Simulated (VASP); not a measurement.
Data:

```xyz
12
Lattice="3.9524 0.0000 0.0000 0.0000 5.5896 0.0000 0.0000 0.0000 26.7232" Properties=species:S:1:pos:R:3 pbc="T T T"
Na     0.0000     0.0000     8.5421
Na     1.9762     2.7948    10.3586
Na     0.0000     0.0000    12.3582
Na     1.9762     2.7948    14.3650
Na     0.0000     0.0000    16.3646
Na     1.9762     2.7948    18.1811
Cl     1.9762     0.0000    10.3414
Cl     0.0000     2.7948     8.4009
Cl     1.9762     0.0000    14.3346
Cl     0.0000     2.7948    12.3886
Cl     1.9762     0.0000    18.3223
Cl     0.0000     2.7948    16.3818
```

These are r2SCAN meta-GGA, VASP's PBE PAW potentials (set 64) (plane waves; VASP) values and carry that method's errors. Numerical set-up: PREC = Normal, EDIFF = 1E-5, 400 eV cut-off, 5×4×1 Γ-centred mesh, Gaussian smearing of 0.050 eV, potentials Na_pv Cl.

Task: The ions are relaxed. Predict the relaxed structure.

Result: 
```xyz
12
Lattice="3.9524 0.0000 0.0000 0.0000 5.5896 0.0000 0.0000 0.0000 26.7232" Properties=species:S:1:pos:R:3 pbc="T T T"
Na     0.0000     0.0000     8.5594
Na     1.9762     2.7948    10.3187
Na     0.0000     0.0000    12.3738
Na     1.9762     2.7948    14.3494
Na     0.0000     0.0000    16.4046
Na     1.9762     2.7948    18.1638
Cl     1.9762     0.0000    10.3874
Cl     0.0000     2.7948     8.4130
Cl     1.9762     0.0000    14.3476
Cl     0.0000     2.7948    12.3756
Cl     1.9762     0.0000    18.3102
Cl     0.0000     2.7948    16.3358
```

Task: How much energy does the relaxation gain?

Result: The energy (σ→0) changes by -33.3 meV/atom, in 9 ionic steps.

The cell is a thin slab with vacuum, built from NaCl (rock salt): (110) face.
